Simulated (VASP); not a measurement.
Computed with PBE GGA, VASP's PBE PAW potentials (set 64) (plane waves; VASP).

The input files of a VASP run:

KPOINTS:
```
Automatic mesh
0
Gamma
13 13 7
0 0 0
```

### POSCAR
```
CdSe
1
    2.1922128721    -3.7970238252     0.0000000000
    2.1922128721     3.7970238252     0.0000000000
    0.0000000000     0.0000000000     7.1374483480
Cd Se
2 2
Direct
  0.6666670000   0.3333330000   0.5001024707
  0.3333330000   0.6666670000   0.0001024707
  0.6666670000   0.3333330000   0.8758975293
  0.3333330000   0.6666670000   0.3758975293
```

INCAR:
```
SYSTEM=CdSe
PREC=Accurate; ENCUT=400; LREAL=.FALSE.
LASPH=.TRUE.; NBANDS=66
EDIFF=1E-7; NELM=100; ALGO=Normal
LMAXMIX=4
ISMEAR=0; SIGMA=0.01
GGA=PE
LWAVE=.FALSE.; LCHARG=.FALSE.; NEDOS=1001
LOPTICS=.TRUE.; CSHIFT=0.1
```

POTCAR, in this order: Cd Se (PBE.64 set). Program: vasp_std.

What VASP printed:

OSZICAR:
```
       N       E                     dE             d eps       ncg     rms          rms(c)
DAV:   1     0.260020885272E+03    0.26002E+03   -0.12174E+04 11216   0.396E+02
DAV:   2     0.263576697658E+01   -0.25739E+03   -0.22996E+03 12662   0.144E+02
DAV:   3    -0.116891558756E+02   -0.14325E+02   -0.14165E+02 13342   0.369E+01
DAV:   4    -0.117595969447E+02   -0.70441E-01   -0.70420E-01 12712   0.268E+00
DAV:   5    -0.117598911050E+02   -0.29416E-03   -0.29415E-03 12956   0.149E-01    0.824E+00
DAV:   6    -0.110314192166E+02    0.72847E+00   -0.24495E-01 13384   0.413E+00    0.645E+00
DAV:   7    -0.109879513904E+02    0.43468E-01   -0.17509E-01 13008   0.118E+00    0.259E+00
DAV:   8    -0.109894780624E+02   -0.15267E-02   -0.24548E-02 12284   0.726E-01    0.331E-01
DAV:   9    -0.109896608090E+02   -0.18275E-03   -0.13913E-03 13062   0.186E-01    0.110E-01
DAV:  10    -0.109898695122E+02   -0.20870E-03   -0.22811E-04 12462   0.634E-02    0.642E-02
DAV:  11    -0.109899665108E+02   -0.96999E-04   -0.70640E-05 12332   0.224E-02    0.217E-02
DAV:  12    -0.109899710693E+02   -0.45585E-05   -0.25325E-06 13336   0.412E-03    0.579E-03
DAV:  13    -0.109899729219E+02   -0.18526E-05   -0.21299E-06 12064   0.345E-03    0.134E-03
DAV:  14    -0.109899730057E+02   -0.83776E-07   -0.60776E-08 12760   0.784E-04
   1 F= -.10989973E+02 E0= -.10989973E+02  d E =-.339836E-23
 imaginary and real dielectric function
```

OUTCAR:
```
------------------------ aborting loop because EDIFF is reached ----------------------------------------
  FORCE on cell =-STRESS in cart. coord.  units (eV):
  Direction    XX          YY          ZZ          XY          YZ          ZX
  --------------------------------------------------------------------------------------
  Total       -0.0818085     -0.0818085      0.0763814     -0.0000000      0.0000000      0.0000000
  in kB       -1.1030877     -1.1030875      1.0299094     -0.0000000      0.0000000      0.0000000
  external PRESSURE =      -0.3920886 kB  Pullay stress =       0.0000000 kB
  volume of cell :      118.82
      direct lattice vectors                 reciprocal lattice vectors
     2.192212872 -3.797023825  0.000000000     0.228080040 -0.131682081  0.000000000
     2.192212872  3.797023825  0.000000000     0.228080040  0.131682081  0.000000000
     0.000000000  0.000000000  7.137448348     0.000000000  0.000000000  0.140106093
  FREE ENERGIE OF THE ION-ELECTRON SYSTEM (eV)
  ---------------------------------------------------
  free  energy   TOTEN  =       -10.9899730057 eV

  energy  without entropy=      -10.9899730057  energy(sigma->0) =      -10.98997301

 plasma frequency squared (from intraband transitions) (eV^2)
  --------------------------------------------------------------------------------------
       0.000       0.000       0.000
       0.000       0.000       0.000
       0.000       0.000       0.000

 plasma frequency squared (from interband transitions, int dw w eps(2)(w)) (eV^2)
  --------------------------------------------------------------------------------------
     268.338       0.000      -0.000       0.000      -0.000      -0.000
      -0.000      -0.000     268.338       0.000       0.000       0.000
      -0.000       0.000       0.000      -0.000     268.325       0.000
```
(Selected blocks of OUTCAR.)

File OUTCAR:
```
 val. band max:        0.5262400731   @ k =   0.0000   0.0000   0.0000

 cond. band min:       1.0723326468   @ k =   0.0000   0.0000   0.0000


 Fermi energy:         0.5914044219

 k-point     1 :       0.0000    0.0000    0.0000
  band No.  band energies     occupation
      1     -11.7816      2.00000
      2     -11.4489      2.00000
      3      -7.2317      2.00000
      4      -7.2240      2.00000
      5      -7.2240      2.00000
      6      -7.1654      2.00000
      7      -7.1653      2.00000
      8      -6.9428      2.00000
      9      -6.9428      2.00000
     10      -6.8900      2.00000
     11      -6.8900      2.00000
     12      -6.6545      2.00000
     13      -3.5498      2.00000
     14      -0.1695      2.00000
     15      -0.1695      2.00000
     16       0.4903      2.00000
     17       0.5262      2.00000
     18       0.5262      2.00000
     19       1.0723      0.00000
     20       2.6604      0.00000
     21       6.3715      0.00000
     22       6.3715      0.00000
     23       6.6764      0.00000
     24       7.4822      0.00000
     25       7.4822      0.00000
     26       8.0502      0.00000
     27       9.7697      0.00000
     28       9.8256      0.00000
     29       9.8257      0.00000
     30      10.8722      0.00000
     31      11.4343      0.00000
     32      11.4344      0.00000
     33      11.4644      0.00000
     34      13.6574      0.00000
     35      15.1212      0.00000
     36      15.1213      0.00000
     37      15.2989      0.00000
     38      16.2471      0.00000
     39      16.2471      0.00000
     40      18.2197      0.00000
     41      18.2197      0.00000
     42      18.3279      0.00000
     43      18.3280      0.00000
     44      19.5136      0.00000
     45      20.6337      0.00000
     46      21.2112      0.00000
     47      23.3100      0.00000
     48      23.3101      0.00000
     49      24.0484      0.00000
     50      24.7222      0.00000
     51      24.9926      0.00000
...
```

The dielectric response may not be converged in the k-mesh; for small gaps it tends to come out too large.

The compound is CdSe in the wurtzite structure. It was relaxed first, which changed the volume by +6 %.
